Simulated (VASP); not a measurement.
# YNb (Pm-3m) in VASP: further runs

Aim: see how the results for YNb move with the level of theory and the settings. Levels: r2SCAN, SCAN. Tasks: band structure.

Program: VASP 6.6.1. These are calculated values, not measurements. Logs are shortened: lines on timing, memory, paths and dates and some standing lists are left out, and cuts for length are marked.

### 1 The structure

Symmetry: Pm-3m, No. 221, cubic system. The conventional cell has a = 3.611 Å, b = 3.611 Å, c = 3.611 Å, α = 90.00°, β = 90.00°, γ = 90.00°. Y (site symmetry m-3m) is surrounded by 8 Nb at 3.13 Å. Nb (site symmetry m-3m) is surrounded by 8 Y at 3.13 Å.

The cell was built by a generator and needn't be a form met in nature.

### 2 Band structure, r2SCAN

The input, INCAR:

```
PREC = Accurate ; ENCUT = 520
EDIFF = 1E-6 ; ISMEAR = -1
SIGMA = 0.05 ; LREAL = False
LASPH = True ; NELM = 100
ALGO = Normal ; ISIF = 2
LWAVE = False ; LCHARG = False
LMAXMIX = 4 ; METAGGA = R2SCAN
LMIXTAU = True
```

The input, KPOINTS:

```
regular mesh
0
Gamma
  7 7 7
```

The input, POSCAR:

```
YNb
1.0
    3.6114100000      0.0000000000      0.0000000000
    0.0000000000      3.6114100000      0.0000000000
    0.0000000000      0.0000000000      3.6114100000
Y Nb
1 1
Direct
    0.0000000000      0.0000000000      0.0000000000
    0.5000000000      0.5000000000      0.5000000000
```

The input, KPOINTS_OPT:

```
path GXMGRX,MR
10
line-mode
reciprocal
 0.0000000000  0.0000000000  0.0000000000  G
 0.0000000000  0.5000000000  0.0000000000  X

 0.0000000000  0.5000000000  0.0000000000  X
 0.5000000000  0.5000000000  0.0000000000  M

 0.5000000000  0.5000000000  0.0000000000  M
 0.0000000000  0.0000000000  0.0000000000  G

 0.0000000000  0.0000000000  0.0000000000  G
 0.5000000000  0.5000000000  0.5000000000  R

 0.5000000000  0.5000000000  0.5000000000  R
 0.0000000000  0.5000000000  0.0000000000  X

 0.5000000000  0.5000000000  0.0000000000  M
 0.5000000000  0.5000000000  0.5000000000  R
```

Potentials or basis: VASP PAW PBE potentials, release 64 (Y_sv, Nb_sv).

Started as:

```sh
> cat potpaw_PBE.64/Y_sv/POTCAR potpaw_PBE.64/Nb_sv/POTCAR > POTCAR
> mpirun -np 1 vasp_std > vasp.out
```

OUTCAR:

```text
PREC = Accurate
   ENCUT = 520
   EDIFF = 1E-6
   ISMEAR = -1
   LREAL = False
   LASPH = True
   NELM = 100
   ISIF = 2
   METAGGA = R2SCAN

 ion  position               nearest neighbor table
   1  0.000  0.000  0.000-   2 3.13   2 3.13   2 3.13   2 3.13   2 3.13   2 3.13   2 3.13   2 3.13

   2  0.500  0.500  0.500-   1 3.13   1 3.13   1 3.13   1 3.13   1 3.13   1 3.13   1 3.13   1 3.13

  LATTYP: Found a simple cubic cell.
 ALAT       =     3.6114100000

  Lattice vectors:

 A1 = (   3.6114100000,   0.0000000000,   0.0000000000)
 A2 = (   0.0000000000,   3.6114100000,   0.0000000000)
 A3 = (   0.0000000000,   0.0000000000,   3.6114100000)

Analysis of symmetry for initial positions (statically):
=====================================================================
 Subroutine PRICEL returns:
 Original cell was already a primitive cell.

 Routine SETGRP: Setting up the symmetry group for a
 simple cubic supercell.

 Subroutine GETGRP returns: Found 48 space group operations
 (whereof 48 operations were pure point group operations)
 out of a pool of 48 trial point group operations.

The static configuration has the point symmetry O_h .

Analysis of symmetry for dynamics (positions and initial velocities):
=====================================================================
 Subroutine PRICEL returns:
 Original cell was already a primitive cell.

 Routine SETGRP: Setting up the symmetry group for a
 simple cubic supercell.

 Subroutine GETGRP returns: Found 48 space group operations
 (whereof 48 operations were pure point group operations)
 out of a pool of 48 trial point group operations.

The dynamic configuration has the point symmetry O_h .

 Subroutine INISYM returns: Found 48 space group operations
 (whereof 48 operations are pure point group operations),
 and found     1 'primitive' translations

----------------------------------------------------------------------------------------

                                     Primitive cell

  volume of cell :      47.1010

  direct lattice vectors                    reciprocal lattice vectors
     3.611410000  0.000000000  0.000000000     0.276900158  0.000000000  0.000000000
     0.000000000  3.611410000  0.000000000     0.000000000  0.276900158  0.000000000
     0.000000000  0.000000000  3.611410000     0.000000000  0.000000000  0.276900158

  length of vectors
     3.611410000  3.611410000  3.611410000     0.276900158  0.276900158  0.276900158

  position of ions in fractional coordinates (direct lattice)
     0.000000000  0.000000000  0.000000000
     0.500000000  0.500000000  0.500000000

  ion indices of the primitive-cell ions
   primitive index   ion index
                 1           1
                 2           2

----------------------------------------------------------------------------------------

 KPOINTS: regular mesh

Automatic generation of k-mesh.
 Grid dimensions read from file:
 generate k-points for:    7    7    7

 Generating k-lattice:

  Cartesian coordinates                     Fractional coordinates (reciprocal lattice)
     0.039557165  0.000000000  0.000000000     0.142857143  0.000000000  0.000000000
     0.000000000  0.039557165  0.000000000     0.000000000  0.142857143  0.000000000
     0.000000000  0.000000000  0.039557165     0.000000000  0.000000000  0.142857143

  Length of vectors
     0.039557165  0.039557165  0.039557165

  Shift w.r.t. Gamma in fractional coordinates (k-lattice)
     0.000000000  0.000000000  0.000000000

 Subroutine IBZKPT returns following result:
 ===========================================

 Found     20 irreducible k-points:

 Following reciprocal coordinates:
            Coordinates               Weight
  0.000000  0.000000  0.000000      1.000000
  0.142857  0.000000  0.000000      6.000000
  0.285714  0.000000  0.000000      6.000000
  0.428571  0.000000  0.000000      6.000000
  0.142857  0.142857  0.000000     12.000000
  0.285714  0.142857  0.000000     24.000000
[... 12 lines left out ...]
  0.428571  0.428571  0.285714     24.000000
  0.428571  0.428571  0.428571      8.000000
   k-points           NKPTS =     20   k-points in BZ     NKDIM =     20   number of bands    NBANDS=     16
   number of dos      NEDOS =    301   number of ions     NIONS =      2
   total plane-waves  NPLWV =  21952
   dimension x,y,z NGX =    28 NGY =   28 NGZ =   28
   dimension x,y,z NGXF=    56 NGYF=   56 NGZF=   56
   ions per type =               1   1
   NGX,Y,Z   is equivalent  to a cutoff of  12.89, 12.89, 12.89 a.u.
   NGXF,Y,Z  is equivalent  to a cutoff of  25.78, 25.78, 25.78 a.u.
 SYSTEM =  unknown system
   PREC   = accura    normal or accurate (medium, high low for compatibility)
   ISTART =      0    job   : 0-new  1-cont  2-samecut
   ICHARG =      2    charge: 1-file 2-atom 10-const
   ISPIN  =      1    spin polarized calculation?
   LNONCOLLINEAR =      F non collinear calculations
   LSORBIT =      F    spin-orbit coupling
   LASPH  =      T    aspherical Exc in radial PAW
   ENCUT  =  520.0 eV  38.22 Ry    6.18 a.u.   6.71  6.71  6.71*2*pi/ulx,y,z
   NELM   =    100;   NELMIN=  2; NELMDL= -5     # of ELM steps
   EDIFF  = 0.1E-05   stopping-criterion for ELM
   LREAL  =      F    real-space projection
   EDIFFG = 0.1E-04   stopping-criterion for IOM
   NSW    =      0    number of steps for IOM
   IBRION =     -1    ionic relax: 0-MD 1-quasi-New 2-CG
   NFREE  =      0    steps in history (QN), initial steepest desc. (CG)
   ISIF   =      2    stress and relaxation
   ISYM   =      2    0-nonsym 1-usesym 2-fastsym
   POTIM  = 0.5000    time-step for ionic-motion
   TEBEG  =    0.0;   TEEND  =   0.0 temperature during run
   PSTRESS=    0.0 pullay stress
   NELECT =      24.0000    total number of electrons
   NUPDOWN=      -1.0000    fix difference up-down
   EMIN   =  10.00;   EMAX   =-10.00  energy-range for DOS
   EFERMI =   0.00;   METHOD = LEGACY
   ISMEAR =    -1;   SIGMA  =   0.05  broadening in eV -4-tet -1-fermi 0-gaus
   EFERMI_NEDOS =   21; number of points for ismear=-14 and -15
   IALGO  =     38    algorithm
   IMIX   =      4    mixing-type and parameters
     AMIX     =   0.40;   BMIX     =  1.00
     AMIX_MAG =   1.60;   BMIX_MAG =  1.00
  volume/ion in A,a.u.               =      23.55       158.93
  Fermi-wavevector in a.u.,A,eV,Ry     =   1.307581  2.470969 23.262791  1.709767
  Thomas-Fermi vector in A             =   2.438306
   LORBIT       =      0    0 simple, 1 ext, 2 COOP (PROOUT), +10 PAW based schemes
   METAGGA = R2SCAN    functional components
   LHFCALC =     F    Hartree Fock is set to
   AEXX    =    0.0000 exact exchange contribution
   IVDW    =     0    specifies the selected vdW correction
   LEPSILON=     F    determine dielectric tensor
   LRPA    =     F    only Hartree local field effects (RPA)
 non-spin polarized calculation
  energy-cutoff  :      520.00
  volume of cell :       47.10
 maximum number of plane-waves:      1309
 NGX is ok and might be reduce to    28
   NGX = 13   NGY = 13   NGZ = 13

 number of electron      23.9999998 magnetization

 Free energy of the ion-electron system (eV)
  ---------------------------------------------------
  ext. energy  EPLUGINS =         0.00000000
  ---------------------------------------------------
  free energy    TOTEN  =       -43.83025182 eV

  energy without entropy =      -43.80093717  energy(sigma->0) =      -43.81559450

 E-fermi :   6.3664     XC(G=0): -11.8106

 val. band max:        6.3587648754   @ k =   0.4286   0.2857   0.1429
 cond. band min:       6.4234332197   @ k =   0.2857   0.2857   0.1429
 fundamental gap:      0.0646683443
 Fermi energy:         6.3664378774

 k-point     1 :       0.0000    0.0000    0.0000
  band No.  band energies     occupation
      1     -50.0521      2.00000
      2     -36.6651      2.00000
      3     -25.3814      2.00000
      4     -25.3814      2.00000
      5     -25.3814      2.00000
      6     -15.9379      2.00000
[... 8 lines left out ...]
     15      10.4543      0.00000
     16      10.4543      0.00000

 k-point     2 :       0.1429    0.0000    0.0000
  band No.  band energies     occupation
      1     -50.0508      2.00000
      2     -36.6616      2.00000
      3     -25.4000      2.00000
      4     -25.3785      2.00000
      5     -25.3785      2.00000
      6     -16.0101      2.00000
[... 8 lines left out ...]
     15       9.8938      0.00000
     16      10.5946      0.00000

 k-point     3 :       0.2857    0.0000    0.0000
  band No.  band energies     occupation
      1     -50.0478      2.00000
      2     -36.6535      2.00000
      3     -25.4415      2.00000
      4     -25.3721      2.00000
      5     -25.3721      2.00000
      6     -16.1682      2.00000
[... 8 lines left out ...]
     15       8.6494      0.00000
     16      10.1450      0.00000

 k-point     4 :       0.4286    0.0000    0.0000
  band No.  band energies     occupation
      1     -50.0453      2.00000
      2     -36.6470      2.00000
      3     -25.4744      2.00000
      4     -25.3669      2.00000
      5     -25.3669      2.00000
      6     -16.2913      2.00000
[... 8 lines left out ...]
     15       8.1161      0.00000
     16       9.3195      0.00000
[... 248 lines left out ...]
 k-point    18 :       0.4286    0.2857    0.2857
  band No.  band energies     occupation
      1     -50.0372      2.00000
      2     -36.6161      2.00000
      3     -25.4741      2.00000
      4     -25.4344      2.00000
      5     -25.4287      2.00000
      6     -16.2173      2.00000
[... 8 lines left out ...]
     15       9.6352      0.00000
     16       9.8531      0.00000

 k-point    19 :       0.4286    0.4286    0.2857
  band No.  band energies     occupation
      1     -50.0350      2.00000
      2     -36.6077      2.00000
      3     -25.4708      2.00000
      4     -25.4707      2.00000
      5     -25.4255      2.00000
      6     -16.2085      2.00000
[... 8 lines left out ...]
     15       9.4846      0.00000
     16       9.6295      0.00000

 k-point    20 :       0.4286    0.4286    0.4286
  band No.  band energies     occupation
      1     -50.0328      2.00000
      2     -36.5996      2.00000
      3     -25.4645      2.00000
      4     -25.4629      2.00000
      5     -25.4629      2.00000
      6     -16.2129      2.00000
[... 8 lines left out ...]
     15       9.4502      0.00000
     16       9.4502      0.00000

------------------------ aborting loop because EDIFF is reached ----------------------------------------

  FORCE on cell =-STRESS in cart. coord.  units (eV):
  Direction    XX          YY          ZZ          XY          YZ          ZX
  --------------------------------------------------------------------------------------
  -------------------------------------------------------------------------------------
  Total        0.0635203      0.0635203      0.0635203      0.0000000     -0.0000000     -0.0000000
  in kB        2.1606903      2.1606903      2.1606903      0.0000000     -0.0000000     -0.0000000
  external PRESSURE =       2.1606903 kB  Pullay stress =       0.0000000 kB

 VOLUME and BASIS-vectors are now :
 -----------------------------------------------------------------------------
  energy-cutoff  :      520.00
  volume of cell :       47.10
      direct lattice vectors                 reciprocal lattice vectors
     3.611410000  0.000000000  0.000000000     0.276900158  0.000000000  0.000000000
     0.000000000  3.611410000  0.000000000     0.000000000  0.276900158  0.000000000
     0.000000000  0.000000000  3.611410000     0.000000000  0.000000000  0.276900158

 POSITION                                       TOTAL-FORCE (eV/Angst)
 -----------------------------------------------------------------------------------
      0.00000      0.00000      0.00000         0.000000      0.000000      0.000000
      1.80570      1.80570      1.80570         0.000000      0.000000      0.000000
 -----------------------------------------------------------------------------------
    total drift:                                0.000000      0.000000      0.000000

  FREE ENERGIE OF THE ION-ELECTRON SYSTEM (eV)
  ---------------------------------------------------
  free  energy   TOTEN  =       -43.8302518173 eV

  energy  without entropy=      -43.8009371741  energy(sigma->0) =      -43.81559450
```

Wall time 76 s (1 thread of Intel Xeon 6975P-C (Granite Rapids), shared host); peak memory 0.19 GiB.

What came out:

| Property | Result |
| --- | --- |
| Free energy | -43.8303 eV |
| Pressure | 0.2 GPa |
| Band gap along the path | none (metal or under the smearing width) |

Levels at the corners of the path, in eV from the Fermi level:
| point | band 9 | band 10 | band 11 | band 12 | band 13 | band 14 | band 15 | band 16 |
| --- | --- | --- | --- | --- | --- | --- | --- | --- |
| Γ | -5.45 | -2.61 | -2.61 | 1.03 | 1.03 | 1.03 | 4.09 | 4.09 |
| X | -2.40 | -2.05 | -0.99 | 0.74 | 0.74 | 0.86 | 1.80 | 2.84 |
| X | -2.40 | -2.05 | -0.99 | 0.74 | 0.74 | 0.86 | 1.80 | 2.84 |
| M | -2.93 | -2.60 | -0.62 | -0.62 | 1.73 | 1.73 | 2.88 | 3.06 |
| M | -2.93 | -2.60 | -0.62 | -0.62 | 1.73 | 1.73 | 2.88 | 3.06 |
| Γ | -5.45 | -2.61 | -2.61 | 1.03 | 1.03 | 1.03 | 4.09 | 4.09 |
| Γ | -5.45 | -2.61 | -2.61 | 1.03 | 1.03 | 1.03 | 4.09 | 4.09 |
| R | -0.71 | -0.71 | -0.71 | -0.18 | -0.18 | -0.18 | 2.97 | 2.97 |
| R | -0.71 | -0.71 | -0.71 | -0.18 | -0.18 | -0.18 | 2.97 | 2.97 |
| X | -2.40 | -2.05 | -0.99 | 0.74 | 0.74 | 0.86 | 1.80 | 2.84 |
| M | -2.93 | -2.60 | -0.62 | -0.62 | 1.73 | 1.73 | 2.88 | 3.06 |
| R | -0.71 | -0.71 | -0.71 | -0.18 | -0.18 | -0.18 | 2.97 | 2.97 |

Caveat: the PAW data sets were made with another functional, which shifts forces and pressure a little.

### 3 Band structure, SCAN

Changes to INCAR since step 2:

```diff
@@ -6,3 +6,3 @@
 LWAVE = False ; LCHARG = False
-LMAXMIX = 4 ; METAGGA = R2SCAN
+LMAXMIX = 4 ; METAGGA = SCAN
 LMIXTAU = True
```

KPOINTS is that of step 2.

POSCAR is that of step 2.

KPOINTS_OPT is that of step 2.

Potentials or basis: VASP PAW PBE potentials, release 64 (Y_sv, Nb_sv).

Started as:

```sh
> cat potpaw_PBE.64/Y_sv/POTCAR potpaw_PBE.64/Nb_sv/POTCAR > POTCAR
> mpirun -np 1 vasp_std > vasp.out
```

It took 1.9 min on 1 thread of Intel Xeon 6975P-C (Granite Rapids), shared host; peak memory 0.19 GiB.

The run converged. Its results:

| Property | Result |
| --- | --- |
| Free energy | -59.7590 eV |
| Pressure | -0.5 GPa |
| Band gap along the path | none (metal or under the smearing width) |

Levels at the corners of the path, in eV from the Fermi level:
| point | band 8 | band 9 | band 10 | band 11 | band 12 | band 13 | band 14 | band 15 | band 16 |
| --- | --- | --- | --- | --- | --- | --- | --- | --- | --- |
| Γ | -22.28 | -5.43 | -2.54 | -2.54 | 1.01 | 1.01 | 1.01 | 4.12 | 4.12 |
| X | -22.28 | -2.37 | -2.02 | -0.92 | 0.73 | 0.73 | 0.87 | 1.80 | 2.83 |
| X | -22.28 | -2.37 | -2.02 | -0.92 | 0.73 | 0.73 | 0.87 | 1.80 | 2.83 |
| M | -22.24 | -2.89 | -2.62 | -0.63 | -0.63 | 1.76 | 1.76 | 2.84 | 2.98 |
| M | -22.24 | -2.89 | -2.62 | -0.63 | -0.63 | 1.76 | 1.76 | 2.84 | 2.98 |
| Γ | -22.28 | -5.43 | -2.54 | -2.54 | 1.01 | 1.01 | 1.01 | 4.12 | 4.12 |
| Γ | -22.28 | -5.43 | -2.54 | -2.54 | 1.01 | 1.01 | 1.01 | 4.12 | 4.12 |
| R | -22.57 | -0.72 | -0.72 | -0.72 | -0.11 | -0.11 | -0.11 | 2.94 | 2.94 |
| R | -22.57 | -0.72 | -0.72 | -0.72 | -0.11 | -0.11 | -0.11 | 2.94 | 2.94 |
| X | -22.28 | -2.37 | -2.02 | -0.92 | 0.73 | 0.73 | 0.87 | 1.80 | 2.83 |
| M | -22.24 | -2.89 | -2.62 | -0.63 | -0.63 | 1.76 | 1.76 | 2.84 | 2.98 |
| R | -22.57 | -0.72 | -0.72 | -0.72 | -0.11 | -0.11 | -0.11 | 2.94 | 2.94 |

Caveat: the PAW data sets were made with another functional, which shifts forces and pressure a little.
